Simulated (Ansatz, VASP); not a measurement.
# Ta (Ta(110)): VASP beside Ansatz, part 2 of 2

One calculation is typed for both programs; each brings its own data sets. How far apart do they land? The cell is taken from a series of runs on this material, whose earlier steps may have relaxed, scaled, displaced or heated it; both programs get it as it stands.

VASP 6.6.1 and Ansatz 0.2.0.

So far: The starting structure; Ansatz: single point, PBE, spin-orbit coupling; VASP: single point, PBE, spin-orbit coupling.

## (3) VASP: single point, PBE, spin-orbit coupling (continued)

Level of this step: PBE, spin-orbit coupling; plane waves and PAW (Ta_pv) (VASP).

Numbers of over 12 decimals in the logs are rounded to 6 here.

Parts of OUTCAR (step 3):

```text
ion  position               nearest neighbor table
   1  0.000  0.000  0.281-   2 2.87   2 2.87   2 3.31   2 3.31
   2  0.500  0.500  0.354-   3 2.87   3 2.87   1 2.87   1 2.87   3 3.31   3 3.31   1 3.31   1 3.31

  LATTYP: Found a base centered orthorhombic cell.
 ALAT       =     3.3100000000
 B/A-ratio  =     1.4142135624
 C/A-ratio  =     9.6807071524

 Subroutine GETGRP returns: Found  8 space group operations
 (whereof  8 operations were pure point group operations)

The static configuration has the point symmetry D_2h.

 Found     64 irreducible k-points:

   k-points           NKPTS =     64   k-points in BZ     NKDIM =     64   number of bands    NBANDS=     94

   dimension x,y,z NGX =    20 NGY =   20 NGZ =  210
   dimension x,y,z NGXF=    40 NGYF=   40 NGZF=  420

   ENCUT  =  400.0 eV  29.40 Ry    5.42 a.u.   4.67  4.67 52.25*2*pi/ulx,y,z

   NELECT =      77.0000    total number of electrons

 k-points in reciprocal lattice and weights: Automatic mesh
   0.00000000  0.00000000  0.00000000       0.004
   0.06666667  0.00000000  0.00000000       0.018
   0.13333333 -0.00000000  0.00000000       0.018
   0.20000000 -0.00000000  0.00000000       0.018
   0.26666667 -0.00000000  0.00000000       0.018
   0.33333333  0.00000000  0.00000000       0.018
   0.40000000 -0.00000000  0.00000000       0.018
   0.46666667 -0.00000000  0.00000000       0.018
   0.06666667  0.06666667  0.00000000       0.009
[...]
0.46666667  0.46666667  0.00000000       0.009
  -0.46666667  0.46666667  0.00000000       0.009

 dipolmoment           0.000000      0.000000     -0.000000 electrons x Angstroem

 average (electrostatic) potential at core
       1 -41.8662       2 -41.4619       3 -41.3839       4 -41.3650       5 -41.3839
       6 -41.4619       7 -41.8662

 E-fermi :   0.5942

 k-point     1 :       0.0000    0.0000    0.0000
  band No.  band energies     occupation
    ...
     66       0.1834      0.98382
     67       0.2207      0.97670
     68       0.2207      0.97670
     69       0.3700      0.90400
     70       0.3700      0.90400
     71       0.7020      0.25399
     72       0.7020      0.25399
     73       0.7134      0.23301
     74       0.7134      0.23301
     75       0.7787      0.13649
    ...

 k-point     2 :       0.0667    0.0000    0.0000
  band No.  band energies     occupation
    ...
     68       0.1878      0.98311
     69       0.3732      0.90116
     70       0.3732      0.90116
     71       0.5742      0.54996
     72       0.5742      0.54996
     73       0.6069      0.46846
     74       0.6069      0.46846
     75       0.7679      0.14970
     76       0.7679      0.14970
     77       0.9506      0.02757
    ...

 k-point     3 :       0.1333   -0.0000    0.0000
  band No.  band energies     occupation
    ...
     70       0.2837      0.95711
     71       0.3119      0.94390
     72       0.3119      0.94390
     73       0.4357      0.82999
     74       0.4357      0.82999
     75       0.5998      0.48598
     76       0.5998      0.48598
     77       0.7811      0.13375
     78       0.7811      0.13375
     79       0.8316      0.08519
    ...

  Total       -3.1213866     -3.0106099     -1.4710304      0.0000000      0.0000000      0.0000000
  in kB      -20.1456868    -19.4307246     -9.4941517      0.0000000      0.0000000      0.0000000
  external PRESSURE =     -16.3568544 kB  Pullay stress =       0.0000000 kB

  energy-cutoff  :      400.00
  volume of cell :      248.24
      direct lattice vectors                 reciprocal lattice vectors
     2.340523446 -1.655000000  0.000000000     0.213627426 -0.302114804  0.000000000
     2.340523446  1.655000000  0.000000000     0.213627426  0.302114804  0.000000000
     0.000000000  0.000000000 32.043140674     0.000000000  0.000000000  0.031207927

 POSITION                                       TOTAL-FORCE (eV/Angst)
 -----------------------------------------------------------------------------------
      0.00000      0.00000      9.00000        -0.000000      0.000000      0.417332
      2.34052      0.00000     11.34052        -0.000000      0.000000     -0.442582
      0.00000      0.00000     13.68105         0.000000      0.000000     -0.069134
      2.34052      0.00000     16.02157        -0.000000      0.000000      0.000000
      0.00000      0.00000     18.36209         0.000000      0.000000      0.069134
      2.34052      0.00000     20.70262        -0.000000      0.000000      0.442582
      0.00000      0.00000     23.04314         0.000000      0.000000     -0.417332
 -----------------------------------------------------------------------------------
    total drift:                                0.000000      0.000000     -0.000000

  FREE ENERGIE OF THE ION-ELECTRON SYSTEM (eV)
  ---------------------------------------------------
  free  energy   TOTEN  =       -85.5455522368 eV

  energy  without entropy=      -85.2232939126  energy(sigma->0) =      -85.38442307

 vacuum level on the upper side and lower side of the slab         5.352         5.352

 Spin-Orbit-Coupling matrix elements
 Ion:    1  E_soc:     -1.4450613
 Ion:    2  E_soc:     -1.4135211
 Ion:    3  E_soc:     -1.4124940
 Ion:    4  E_soc:     -1.4147566
 Ion:    5  E_soc:     -1.4124940
 Ion:    6  E_soc:     -1.4135211
 Ion:    7  E_soc:     -1.4450613

 total charge
# of ion       s       p       d       tot
------------------------------------------
    1        0.373   6.087   2.374   8.835
    2        0.369   6.171   2.379   8.919
    3        0.369   6.169   2.392   8.930
    4        0.370   6.165   2.402   8.937
    5        0.369   6.169   2.392   8.930
    6        0.369   6.171   2.379   8.919
    7        0.373   6.087   2.374   8.835
--------------------------------------------------
tot          2.592  43.018  16.694  62.304

 magnetization (x)
# of ion       s       p       d       tot
------------------------------------------
    1        0.000   0.000   0.000   0.000
    2        0.000   0.000   0.000   0.000
    3        0.000   0.000   0.000   0.000
    4        0.000   0.000   0.000   0.000
    5        0.000   0.000   0.000   0.000
    6        0.000   0.000   0.000   0.000
    7        0.000   0.000   0.000   0.000
--------------------------------------------------
tot          0.000   0.000   0.000   0.000

 magnetization (y)
# of ion       s       p       d       tot
------------------------------------------
    1        0.000   0.000   0.000   0.000
    2        0.000   0.000   0.000   0.000
    3        0.000   0.000   0.000   0.000
    4        0.000   0.000   0.000   0.000
    5        0.000   0.000   0.000   0.000
    6        0.000   0.000   0.000   0.000
    7        0.000   0.000   0.000   0.000
--------------------------------------------------
tot          0.000   0.000   0.000   0.000

 magnetization (z)
# of ion       s       p       d       tot
------------------------------------------
    1        0.000  -0.000   0.000   0.000
    2       -0.000   0.000   0.000   0.000
    3        0.000   0.000   0.000   0.000
    4        0.000   0.000   0.000   0.000
    5        0.000   0.000  -0.000   0.000
    6       -0.000   0.000   0.000   0.000
    7        0.000   0.000  -0.000  -0.000
--------------------------------------------------
tot         -0.000   0.000   0.000   0.000

[... 3 further parts left out ...]
```

## (4) Side by side

Known differences besides the potentials themselves: spin-orbit coupling enters by fully relativistic files in Ansatz and inside the spheres in VASP; the data sets hold 91 valence electrons in Ansatz (on its fully relativistic PAW (standard-fr) files) and 77 in VASP; the cutoff is 420 eV in Ansatz and 400 eV in VASP. Total energies have different zeros and are not compared.

Both answers:

```csv
quantity,Ansatz,VASP,difference
"work function, lower of the two faces (eV)",4.79,4.76,+0.03
"work function, higher of the two faces (eV)",4.79,4.76,+0.03
```

With vacuum in the cell, a pressure given here is an average over mostly empty space and none of the material.

## (5) Outcome

| Item | Value |
| --- | --- |
| difference in work function, higher of the two faces (single point, PBE, spin-orbit coupling) | 0.031 eV |

The difference in work function, higher of the two faces is 0.031 eV (single point, PBE, spin-orbit coupling). The data sets hold unlike numbers of valence electrons (91 in Ansatz and 77 in VASP), so part of the differences comes from the potentials. Such differences can come from data sets, numerical settings and the points named under the comparisons, not from the functional's error against experiment.

[Lines on the potential files, build, host, timing and source positions are cut from VASP's logs without a mark.]

[Logs are printed without paths, hosts, clocks, repeated set-up lines and the standing remarks that a program may print on its own settings, such as how far it seeks lower states.]

[Hosts, paths, dates, database ids (printed as entryN), source tags and the programs' standing remarks are cut or masked in the printed files.]
